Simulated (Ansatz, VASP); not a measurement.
## WC (Qusongite) in two plane-wave programs

One calculation is typed for both programs; each brings its own data sets. How far apart do they land? The cell is taken from a series of runs on this material, whose earlier steps may have relaxed, scaled, displaced or heated it; both programs get it as it stands.

Main program and level: Ansatz 0.2.0; plane waves, with VASP 6.6.1 beside it; relaxation of cell and atoms at PBEsol and zone-centre phonons at PBEsol.

## 1. Set-up

It takes space group P-6m2 (No. 187, hexagonal). Conventional cell: a = 2.898 Å, b = 2.898 Å, c = 2.828 Å, α = 90.00°, β = 90.00°, γ = 120.00°. W has 6 C at 2.19 Å nearest. C has 6 W at 2.19 Å nearest. Farther neighbours are not listed.

## 2. Ansatz: relaxation of cell and atoms, PBEsol

Ansatz runs on its default PAW (the set named soft_2) files.

The relaxed volume is the usual yardstick between codes: in a stiff, nearly cubic crystal its relative difference is about their pressure difference at one cell divided by the bulk modulus.

File input.yaml:

```yaml
crystal:
  lattice:
    - [2.898410198, 0.0, 0.0]
    - [-1.449205099, 2.5100968621, 0.0]
    - [0.0, 0.0, 2.8277797076]
  atoms:
    - { symbol: W, position: [0.0, 0.0, 0.0] }
    - { symbol: C, position: [0.6666666667, 0.3333333333, 0.5] }
kpoints:
  mp_grid: { grid: [18, 18, 16] }
hamiltonian:
  xc: pbesol
scf:
  occupations: { method: methfessel_paxton, width: 0.2 }
output:
  forces: true
  stress: true
  eigenvalues: true
relax:
  adjacent_minimum: "off"
  f_tol: 0.001
  max_steps: 60
  cell: { stress_tol: 0.01 }
```

Run with:

```
$ ansatz run input.yaml --threads 4 --pin off --max-ram 16384MiB --backend cpu --events-out ev --progress --plain --runs-dir out
```

Numbers of over 12 decimals in the logs are rounded to 6 here.

Log:

```text
Engine: ansatz 0.2.0, aarch64-unknown-linux-gnu
Pseudopotentials: kind: paw
Pseudopotential: W, paw, valence charge 14, recommended cutoff 420 eV (normal), W.paw.azcp
Pseudopotential: C, paw, valence charge 4, recommended cutoff 420 eV (normal), C.paw.azcp
Functional definition: PBEsol
  exchange = pbesol_x
  correlation = pbesol_c
Crystal: 2 atoms, lattice volume = 20.573 Å³
Basis set: ecut = 420 eV, 405 PW (Γ), exchange–correlation on 40×40×40 points (8 copies of the dense FFT grid, shifted against one another)
Bands: 13, of which v1, the nominal top of the filled ones, is band 9 counted from 1 (8 counted from 0)
Symmetry: 12 space group operations
Space group: P-6m2 (ITA 187), of the structure as read, at distance tolerance 2.7e-5 Å
k-points: 333 of 5184 (time reversal used)
Non-local potential: W, projectors of the file, l = 0: 3, l = 1: 2, l = 2: 2, l = 3: 1
Non-local potential: C, projectors of the file, l = 0: 2, l = 1: 2, l = 2: 1
PAW form: soft (Blöchl's): semilocal exchange-correlation on the pseudo side does not see the compensation charge
PAW frozen core: W, regenerated for the run's functional, and the local potential with it (the file was generated under x = pbe(κ = 0.804, μ = 0.219515), c = pbe(β = 0.066725))
PAW frozen core: C, regenerated for the run's functional, and the local potential with it (the file was generated under x = pbe(κ = 0.804, μ = 0.219515), c = pbe(β = 0.066725))
PAW one-centre angular grid: W, 590 points (default); XC on 64 Gauss nodes
PAW one-centre angular grid: C, 110 points (default); XC on 64 Gauss nodes
Initial density: superposition of atomic densities (neutral atoms: chi_scale 0, normalization atom), corrected by the library's trained network
Initial wavefunctions: pseudopotential atomic-orbital guess
Functional: x = pbesol(κ = 0.804, μ = 0.123457), c = pbesol(β = 0.046)
SCF iter   1: F=—  HF=-10503.733410 eV  |F-HF|=—  |Δ(HF+E_count)|=         —  Δρ=1.22e-2  dr2=2.57e-2  ethr=1.77e-3  ⟨swp⟩=5.1  Hψ=21318  notcnv=0
preconditioner: auto → none  [metal: Δε(μ)=0.038 eV  Ē_g=10.158 eV  σ=0.200 eV  W_gap=0.16  n_scr=8 (ndim 8)  ℏωp=25.9 eV  f_vac=0.000  D(μ)=0.34/eV (n_scr^D=0)  sad-step TF]
SCF iter   2: F=—  HF=-10503.731673 eV  |F-HF|=—  |Δ(HF+E_count)|=   1.74e-3  S|Δr|=    0.00e0  Δρ=7.76e-3  dr2=1.21e-2  ethr=1.43e-4  ⟨swp⟩=1.0  Hψ=6993  notcnv=0
SCF iter   3: F=—  HF=-10503.729524 eV  |F-HF|=—  |Δ(HF+E_count)|=   2.15e-3  S|Δr|=    0.00e0  Δρ=7.94e-4  dr2=6.53e-5  ethr=6.71e-5  ⟨swp⟩=2.2  Hψ=5685  notcnv=0
SCF iter   4: F=—  HF=-10503.729494 eV  |F-HF|=—  |Δ(HF+E_count)|=   3.06e-5  S|Δr|=    0.00e0  Δρ=1.97e-4  dr2=4.07e-6  ethr=3.63e-7  ⟨swp⟩=2.1  Hψ=6824  notcnv=0
SCF iter   5: F=-10503.729494 eV  HF=-10503.729494 eV  |F-HF|=2.03e-8  |Δ(HF+E_count)|=   2.00e-7  S|Δr|=    0.00e0  Δρ=1.89e-5  dr2=4.15e-8  ethr=5.56e-10  ⟨swp⟩=5.0  Hψ=23770  notcnv=0
SCF 1 converged in 5 iterations: F = -10503.729494 eV  dr2 = 4.15e-8
  greatest PAW one-centre occupation: 1.000 electrons in one spin orbital (limit 2), on the W atom at site 0 (counted from 0), in its partial waves of l = 0
relax step   1: F+E_penalty+E_count = -10503.72949372 eV  Δ(F+E_penalty+E_count) = +0.000e0 eV  max|allowed force component| = 2.313e-16 eV/Å  Δτ_max = 0.0000 Å  P = -0.005 GPa  Ω = 20.573 Å³  (5 SCF iters, dr2 threshold 1.00e-7 eV, accepted)
Initial density: handed on by an earlier stage of this run
Initial wavefunctions: pseudopotential atomic-orbital guess (no wavefunctions were taken with the density)
iter 1 solved again at ethr=4.77e-8 eV; its pass at ethr=3.10e-3 eV (dr2=8.59e-6 eV) is discarded
SCF iter   1: F=—  HF=-10503.729500 eV  |F-HF|=—  |Δ(HF+E_count)|=         —  Δρ=1.89e-5  dr2=4.17e-8  ethr=4.77e-8  ⟨swp⟩=3.3  Hψ=34441  notcnv=0
preconditioner: auto → none  [metal: Δε(μ)=0.010 eV  Ē_g=10.184 eV  σ=0.200 eV  W_gap=0.04  n_scr=8 (ndim 8)  ℏωp=25.9 eV  f_vac=0.000  D(μ)=0.32/eV (n_scr^D=0)]
SCF iter   2: F=—  HF=-10503.729494 eV  |F-HF|=—  |Δ(HF+E_count)|=   6.13e-6  S|Δr|=    0.00e0  Δρ=7.30e-6  dr2=3.31e-9  ethr=2.32e-10  ⟨swp⟩=2.3  Hψ=7206  notcnv=0
SCF iter   3: F=—  HF=-10503.729494 eV  |F-HF|=—  |Δ(HF+E_count)|=  9.64e-10  S|Δr|=    0.00e0  Δρ=1.74e-6  dr2=1.04e-10  ethr=1.84e-11  ⟨swp⟩=2.4  Hψ=6828  notcnv=0
SCF iter   4: F=—  HF=-10503.729494 eV  |F-HF|=—  |Δ(HF+E_count)|=  1.58e-10  S|Δr|=    0.00e0  Δρ=1.50e-7  dr2=1.01e-12  ethr=5.76e-13 (applied; sched 1.00e-12)  ⟨swp⟩=2.0  Hψ=6747  notcnv=0
SCF iter   5: F=-10503.729494 eV  HF=-10503.729494 eV  |F-HF|=1.82e-12  |Δ(HF+E_count)|=  5.46e-12  S|Δr|=    0.00e0  Δρ=1.45e-8  dr2=2.30e-14  ethr=1.00e-12  ⟨swp⟩=5.0  Hψ=15574  notcnv=0
SCF 2 converged in 5 iterations: F = -10503.729494 eV  dr2 = 2.30e-14
relax step   2: F+E_penalty+E_count = -10503.72949374 eV  Δ(F+E_penalty+E_count) = -1.039e-8 eV  max|allowed force component| = 2.405e-16 eV/Å  Δτ_max = 0.0000 Å  P = -0.004 GPa  Ω = 20.573 Å³  stress off target by 6.85e-3 GPa  SCF on the basis re-selected at this cell (its energy is not comparable with the rows above)  (5 SCF iters)
basis re-selected at this cell: Δ(F+E_penalty+E_count) = -1.039e-8 eV, ΔP = +0.001 GPa vs the last step (what re-selecting the basis moved, of the pressure what is left beyond the Pulay correction that the steps carried, after the strain that the cell walked since its last selection, with what the two solves' SCF thresholds leave and, on support functions, any second-order correction that the steps lacked; it is no m [...]
SCF converged after 5 iterations
Stability not checked: this state was not tested for a lower state beside it, because cold or Methfessel-Paxton smearing, or corrected tetrahedra, fill the levels in a way that the test cannot read (fill_not_monotonic; see scf.lower_state_search)
Free energy (F): -10503.729494 eV
Harris-Foulkes:  -10503.729494 eV  (|F-HF|=1.82e-12)
Internal energy: -10503.729350 eV  (E = F + TS)
E sigma→0 (E₀):  -10503.729458 eV
Entropy (-TS):   -0.000144 eV (-0.072 meV/atom)
Fermi energy:    20.640585 eV
--- Per-component energies (eV) ---
  E_band       = -57.164483
  E_kinetic    = 542.294413
  E_local      = -660.790196  (includes V_loc(G=0)·N_el)
  E_nonlocal   = 28.143900
  E_hartree    = 233.397076
  E_xc         = -314.673906
  E_vxc        = -300.233567  (∫ρ·V_xc dr)
  E_paw        = -8530.883444  (= ΣΔE_a)
  E_vpaw       = -133.373120  (= ΣTr[D̂ρ^β])
  E_aug_tail   = -0.000064  (compensation charges beyond the density's cutoff)
  E_ewald      = -1801.460022
  E_core_change = 0.242893  (= ΣΔE_core)
  E_smearing   = -0.000144  (= −TS)
  E_closure    = 0.000000  (closes the sum)
  Σ components = -10503.729494   (vs F -10503.729494, Δ=0.00e0)
--- Forces (eV/Å), atoms counted from 1 ---
  atom   1  W     -0.00000000     0.00000000     0.00000000
  atom   2  C      0.00000000     0.00000000     0.00000000
  max |Σ_I F_I| component: 5.55e-16 eV/Å
--- Stress (GPa, compression-positive) ---
       -0.006850      -0.000000      -0.000000
       -0.000000      -0.006850      -0.000000
       -0.000000      -0.000000       0.002974
  P = ⅓ Tr σ = -0.0036 GPa (-0.036 kbar)
--- Band table (eV; the first three rows and the last of 333) ---
  k-point 0: bands = [... 5 lower, 16.2617, 17.2661, 17.2661, 20.7615, 23.9038, 23.9038, 26.3322, 26.3322]
  k-point 1: bands = [... 5 lower, 16.2203, 17.3102, 17.3102, 20.7413, 23.5485, 23.5485, 26.5523, 26.5523]
  k-point 2: bands = [... 5 lower, 16.0457, 17.4395, 17.4395, 20.7710, 22.8014, 22.8014, 26.8663, 26.8663]
  k-point 332: bands = [... 5 lower, 13.3297, 15.2106, 19.0627, 19.9841, 25.0999, 27.1489, 28.3469, 29.8346]
--- Relaxed structure (1 steps of the walk, 1 accepted, 1 SCFs on fresh bases) ---
  F+E_penalty+E_count = -10503.72949374 eV   max|allowed force component| = 2.405e-16 eV/Å   (the final SCF, on the basis selected at the relaxed cell)
  cell:  # Å, volume = 20.5729 Å³
    - [2.898410, 0.0, 0.0]
    - [-1.449205, 2.510097, 0.0]
    - [0.0, 0.0, 2.8277797076]
  atoms:
    - { symbol: W, position: [-3.700743415524894e-17, 0.0, 0.0] }
    - { symbol: C, position: [0.666667, 0.333333, 0.5] }
```

In the SCF lines HF is the Harris–Foulkes energy and dr2 the Hartree energy of the density residual, in eV; the loop may stop once dr2 is under the threshold and the program's other checks hold. Hψ counts applications of the Hamiltonian.

## 3. VASP: relaxation of cell and atoms, PBEsol

The same cell, functional, mesh and smearing now go to VASP, with its own data sets.

Lines of VASP's logs that name or quote its potential files are left out, and so is its time.

File INCAR:

```
SYSTEM = WC
PREC = Accurate
ENCUT = 600
EDIFF = 1E-07
NELM = 120
ISMEAR = 1
SIGMA = 0.2
LREAL = .FALSE.
ALGO = Normal
GGA = PS
NBANDS = 11
LASPH = .TRUE.
LORBIT = 11
LWAVE = .FALSE.
LCHARG = .FALSE.
ISIF = 3
IBRION = 2
NSW = 80
EDIFFG = -0.005
GGA_COMPAT = .FALSE.
NELMIN = 4
KPAR = 2
```

File POSCAR:

```
WC
1.0
    2.8984100000      0.0000000000      0.0000000000
   -1.4492050000      2.5100970000      0.0000000000
    0.0000000000      0.0000000000      2.8277800000
W C
1 1
Direct
    0.0000000000      0.0000000000      0.0000000000
    0.6666666667      0.3333333333      0.5000000000
```

File KPOINTS:

```
Automatic mesh
0
Gamma
18 18 16
0 0 0
```

PAW data sets: W and C (PBE family, release 64).

Run with:

```
$ mpirun -np 2 vasp_std
```

Log:

```text
[banner, memory and clock lines left out]
running    2 mpi-ranks, on    1 nodes
 distrk:  each k-point on    1 cores,    2 groups
 distr:  one band on    1 cores,    1 groups

 POSCAR found type information on POSCAR W C
 POSCAR found :  2 types and       2 ions
|                                                                             |
|               ----> ADVICE to this user running VASP <----                  |
|                                                                             |
|     You enforced a specific xc type in the INCAR file but a different       |
|     [... a line on the potential file left out ...]
|     I HOPE YOU KNOW WHAT YOU ARE DOING!                                     |
|                                                                             |

 LDA part: xc-table for (Slater+PW92), standard interpolation
 POSCAR, INCAR and KPOINTS ok, starting setup
 FFT: planning ... GRIDC
 FFT: planning ... GRID_SOFT
 FFT: planning ... GRID
 WAVECAR not read
 entering main loop
       N       E                     dE             d eps       ncg     rms          rms(c)
DAV:   1     0.273343042687E+02    0.27334E+02   -0.54137E+03  7326   0.925E+02
DAV:   2    -0.247618405706E+02   -0.52096E+02   -0.49676E+02  8416   0.213E+02
DAV:   3    -0.269424509396E+02   -0.21806E+01   -0.21540E+01  9252   0.365E+01
DAV:   4    -0.269569726292E+02   -0.14522E-01   -0.14516E-01  7955   0.341E+00
DAV:   5    -0.269570351361E+02   -0.62507E-04   -0.62506E-04  8982   0.226E-01    0.350E+01
DAV:   6    -0.241072810035E+02    0.28498E+01   -0.12583E+01  8740   0.218E+01    0.117E+01
DAV:   7    -0.240288629894E+02    0.78418E-01   -0.60826E-01  7518   0.621E+00    0.842E+00
DAV:   8    -0.239874508413E+02    0.41412E-01   -0.10418E-01  8060   0.239E+00    0.200E+00
DAV:   9    -0.239820567711E+02    0.53941E-02   -0.14132E-02  7950   0.764E-01    0.145E-01
DAV:  10    -0.239819775470E+02    0.79224E-04   -0.85439E-04  8558   0.256E-01    0.181E-01
DAV:  11    -0.239819641537E+02    0.13393E-04   -0.91175E-05  8833   0.667E-02    0.103E-02
DAV:  12    -0.239819613067E+02    0.28470E-05   -0.57535E-06  8307   0.159E-02    0.114E-02
DAV:  13    -0.239819613256E+02   -0.18895E-07   -0.43585E-07  8091   0.592E-03
   1 F= -.23981961E+02 E0= -.23981870E+02  d E =-.239820E+02
[...]
2 F= -.23981771E+02 E0= -.23981701E+02  d E =0.190312E-03
[...]
3 F= -.23982004E+02 E0= -.23981919E+02  d E =-.424900E-04
[...]
4 F= -.23982004E+02 E0= -.23981919E+02  d E =-.424722E-04
[...]
5 F= -.23982002E+02 E0= -.23981929E+02  d E =0.186418E-05
 trial-energy change:    0.000002  1 .order    0.000002   -0.000015    0.000019
 step:   0.3908(harm=  0.3908)  dis= 0.00000  next Energy=   -23.982007 (dE=-0.352E-05)
 bond charge predicted
       N       E                     dE             d eps       ncg     rms          rms(c)
DAV:   1    -0.239820086067E+02   -0.66533E-05   -0.18365E-04  7332   0.104E-01    0.132E-02
DAV:   2    -0.239820074655E+02    0.11412E-05   -0.34649E-06  8750   0.156E-02    0.502E-03
DAV:   3    -0.239820071509E+02    0.31456E-06   -0.47003E-07  8196   0.455E-03    0.298E-03
DAV:   4    -0.239820071501E+02    0.83526E-09   -0.94175E-08  4296   0.203E-03
   6 F= -.23982007E+02 E0= -.23981927E+02  d E =-.335229E-05
 curvature:  -0.21 expect dE=-0.364E-09 dE for cont linesearch -0.828E-10
 trial: gam=-0.00231 g(F)=  0.933E-44 g(S)=  0.175E-08 ort = 0.874E-07 (trialstep = 0.765E+00)
 search vector abs. value=  0.155E-08
 reached required accuracy - stopping structural energy minimisation
```

OUTCAR, selected parts (step 3):

```text
ion  position               nearest neighbor table
   1  0.000  0.000  0.000-   2 2.19   2 2.19   2 2.19   2 2.19   2 2.19   2 2.19
   2  0.667  0.333  0.500-   1 2.19   1 2.19   1 2.19   1 2.19   1 2.19   1 2.19

  LATTYP: Found a hexagonal cell.
 ALAT       =     2.8984100000
 C/A-ratio  =     0.9756314669

 Subroutine GETGRP returns: Found 12 space group operations
 (whereof 12 operations were pure point group operations)

The static configuration has the point symmetry D_3h.

 Found    333 irreducible k-points:

   k-points           NKPTS =    333   k-points in BZ     NKDIM =    333   number of bands    NBANDS=     11

   dimension x,y,z NGX =    24 NGY =   24 NGZ =   24
   dimension x,y,z NGXF=    48 NGYF=   48 NGZF=   48

   ENCUT  =  600.0 eV  44.10 Ry    6.64 a.u.   5.79  5.79  5.65*2*pi/ulx,y,z

   NELECT =      10.0000    total number of electrons

 k-points in reciprocal lattice and weights: Automatic mesh
   0.00000000  0.00000000  0.00000000       0.000
   0.05555556  0.00000000  0.00000000       0.001
   0.11111111  0.00000000  0.00000000       0.001
   0.16666667  0.00000000  0.00000000       0.001
   0.22222222  0.00000000  0.00000000       0.001
   0.27777778  0.00000000  0.00000000       0.001
   0.33333333  0.00000000  0.00000000       0.001
   0.38888889  0.00000000  0.00000000       0.001
   0.44444444  0.00000000  0.00000000       0.001
[...]
0.33333333  0.27777778  0.50000000       0.002
   0.33333333  0.33333333  0.50000000       0.000

 average (electrostatic) potential at core
       1 -36.9220       2 -46.1850

 E-fermi :   8.2787

 k-point     1 :       0.0000    0.0000    0.0000
  band No.  band energies     occupation
      1      -6.2114      2.00000
      2       3.8938      2.00000
      3       4.9159      2.00000
      4       4.9159      2.00000
      5       8.4448      0.00517
      6      11.5164     -0.00000
      7      11.5164     -0.00000
      8      14.0210      0.00000
      9      14.0210      0.00000
    ...

 k-point     2 :       0.0556    0.0000    0.0000
  band No.  band energies     occupation
      1      -6.1322      2.00000
      2       3.9248      2.00000
      3       4.7958      2.00000
      4       4.9940      2.00000
      5       8.1741      1.76501
      6      11.4863     -0.00000
      7      11.8144     -0.00000
      8      13.8472      0.00000
      9      13.9616      0.00000
     10      15.1684      0.00000
    ...

 k-point     3 :       0.1111    0.0000    0.0000
  band No.  band energies     occupation
      1      -5.8999      2.00000
      2       3.9045      2.00000
      3       4.5898      2.00000
      4       5.2225      2.00000
      5       7.5739      2.00001
      6      11.4008     -0.00000
      7      12.4865      0.00000
      8      13.3949      0.00000
      9      13.7996      0.00000
     10      15.8309      0.00000
    ...

  Total       -0.0001900     -0.0001900      0.0000204      0.0000000     -0.0000000      0.0000000
  in kB       -0.0148106     -0.0148106      0.0015939      0.0000000     -0.0000000      0.0000000
  external PRESSURE =      -0.0093424 kB  Pullay stress =       0.0000000 kB

  energy-cutoff  :      600.00
  volume of cell :       20.55
      direct lattice vectors                 reciprocal lattice vectors
     2.896650145  0.000000000  0.000000000     0.345226365  0.199316510 -0.000000000
    -1.448325072  2.508572920 -0.000000000    -0.000000000  0.398633020 -0.000000000
     0.000000000  0.000000000  2.828098803    -0.000000000  0.000000000  0.353594436

 POSITION                                       TOTAL-FORCE (eV/Angst)
 -----------------------------------------------------------------------------------
      0.00000      0.00000      0.00000        -0.000000      0.000000     -0.000000
      1.44833      0.83619      1.41405         0.000000     -0.000000      0.000000
 -----------------------------------------------------------------------------------
    total drift:                               -0.000000      0.000004      0.000000

  FREE ENERGIE OF THE ION-ELECTRON SYSTEM (eV)
  ---------------------------------------------------
  free  energy   TOTEN  =       -23.9820071501 eV

  energy  without entropy=      -23.9817676169  energy(sigma->0) =      -23.98192731

 reached required accuracy - stopping structural energy minimisation

 total charge
# of ion       s       p       d       tot
------------------------------------------
    1        0.629   0.896   4.409   5.934
    2        0.848   1.567   0.000   2.415
--------------------------------------------------
tot          1.477   2.463   4.409   8.349

[... 3 further parts left out ...]
```

## 4. Side by side

Known differences besides the potentials themselves: the data sets hold 18 valence electrons in Ansatz (on its default PAW (the set named soft_2) files) and 10 in VASP; the cutoff is 420 eV in Ansatz and 600 eV in VASP; Ansatz makes its cores anew for this functional, VASP keeps those of its PBE data sets; Ansatz adds a Pulay correction to the stress that steers its cell, VASP none. Total energies have different zeros and are not compared.

The two programs side by side:

```
                                         quantity  Ansatz   VASP  difference
                                      volume (Å³)   20.57  20.55     +0.11 %
edge a after relaxation, in the typed setting (Å)   2.898  2.897     +0.06 %
edge c after relaxation, in the typed setting (Å)   2.828  2.828     -0.01 %
```

(Continued in part 2 of 2.)

[Lines on the potential files, build, host, timing and source positions are cut from VASP's logs without a mark.]

[Logs are printed without paths, hosts, clocks, repeated set-up lines and the standing remarks that a program may print on its own settings, such as how far it seeks lower states.]

[Hosts, paths, dates, database ids (printed as entryN), source tags and the programs' standing remarks are cut or masked in the printed files.]
